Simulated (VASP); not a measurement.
The system is Mg3GaO4.

```xyz
8
Lattice="4.3635 0.0000 0.0000 0.0000 4.3635 0.0000 0.0000 0.0000 4.3635" Properties=species:S:1:pos:R:3 pbc="T T T"
Ga    0.0000    0.0000    0.0000
Mg    2.1817    2.1817    0.0000
Mg    2.1817    0.0000    2.1817
Mg    0.0000    2.1817    2.1817
O     0.0000    2.1817    0.0000
O     0.0000    0.0000    2.1817
O     2.1817    2.1817    2.1817
O     2.1817    0.0000    0.0000
```

The cell comes from a database or a generator and needn't be the stable form of this composition.

| Property | Result |
| --- | --- |
| Program | VASP 6.6.1 |
| Task | single point |
| Functional | PBE |
| Potentials or basis | VASP PAW PBE potentials, release 64 (Ga_d, Mg, O) |
| Cutoff | 520 eV |
| k mesh | 6 × 6 × 6 |
| Occupations | fermi-dirac, width 0.05 eV |
| Spin | no spin polarisation |

On this cell: pressure -0.4 GPa; largest force zero by symmetry; band gap on the k mesh none (metal or under the smearing width).

The same run follows on a disturbed copy (atoms moved at random, drawn with an rms of 0.05 Å):

```
Ga Mg O
1.0
     4.36349    0.00000    0.00000
     0.00000    4.36349    0.00000
     0.00000    0.00000    4.36349
Ga Mg O
1 3 4
Direct
  0.01135 0.00912 0.00395
  0.51677 0.50345 0.99084
  0.49821 0.97716 0.50365
  0.99394 0.49069 0.49542
  0.99280 0.50461 0.98546
  0.99734 0.00451 0.51214
  0.50938 0.51233 0.49674
  0.49615 0.99481 0.99666
```

What changes?

The energy (extrapolated to zero smearing) moves by +15.4 meV/atom; pressure 0.6 GPa; largest force 0.723 eV/Å; band gap on the k mesh none (metal or under the smearing width).

Forces in eV/Å, atoms in the order of the input:
```
Ga  -0.145 -0.225 -0.183
Mg  -0.419 -0.139  0.152
Mg   0.099  0.701 -0.150
Mg   0.243  0.239 -0.004
O    0.429 -0.094  0.391
O    0.172 -0.104 -0.206
O   -0.352 -0.615 -0.122
O   -0.027  0.237  0.123
```

Stress tensor (GPa, compression positive):
```
 0.53 -0.10  0.04
-0.10  1.26 -0.07
 0.04 -0.07 -0.11
```

Caveats: an odd number of electrons without spin polarisation forces a metal; a magnetic or distorted state may lie lower.
